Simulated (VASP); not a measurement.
Here is the system:

```
AlP
1.0
    3.59645     0.00000     0.00000
   -1.79822     3.11462     0.00000
    0.00000     0.00000     5.79275
Al P
2 2
Cartesian
  0.00000   0.00000   0.00000
  0.00000   0.00000   2.89638
  0.00000   2.07641   1.44819
  1.79823   1.03820   4.34456
```

All values below come from PBE GGA, VASP's PBE PAW potentials (set 64) (plane waves; VASP). Numerical set-up: 400 eV cut-off, 13×13×7 Γ-centred mesh, tetrahedra with Blöchl corrections, potentials Al P.

Tabulate the total density of states (states/eV per cell) against energy (eV; zero at the valence-band maximum or, without a gap, the Fermi level).

```
E (eV) | DOS (states/eV)
    -9.97 | ########################### 2.22
    -9.63 | ##################### 1.76
    -9.29 |  0.00
    -8.95 |  0.00
    -8.61 |  0.00
    -8.26 |  0.00
    -7.92 |  0.00
    -7.58 |  0.00
    -7.24 | # 0.05
    -6.90 | ############# 1.10
    -6.56 | #################### 1.66
    -6.22 | ################## 1.46
    -5.88 | ################### 1.60
    -5.54 | ############### 1.25
    -5.20 | ###################### 1.81
    -4.86 | ############ 0.97
    -4.52 | ################# 1.42
    -4.17 | ###################### 1.85
    -3.83 | ################## 1.49
    -3.49 | ################## 1.45
    -3.04 | ######################## 1.97
    -2.70 | ######################## 1.94
    -2.36 | ######################### 2.09
    -2.02 | ######################## 2.01
    -1.68 | ########################### 2.20
    -1.34 | ######################## 1.94
    -0.99 | ############################## 2.47
    -0.65 | ############################# 2.35
    -0.31 | ############### 1.25
     0.03 | ######## 0.67
     0.37 | ### 0.27
     0.71 | ### 0.26
     1.05 | ########### 0.89
     1.39 | ################ 1.33
     1.73 | ############# 1.03
     2.07 | ############## 1.18
     2.41 | ############# 1.11
     2.75 | ################### 1.57
     3.09 | ###################### 1.80
     3.43 | ######################## 2.00
```
Within 2 eV below the Fermi level the largest weight inside VASP's projection spheres is P p.

The structure was generated: AlP was put into the NiAs type type (P6_3/mmc), which need not be its known phase. It was relaxed first, which changed the volume by +12 %.
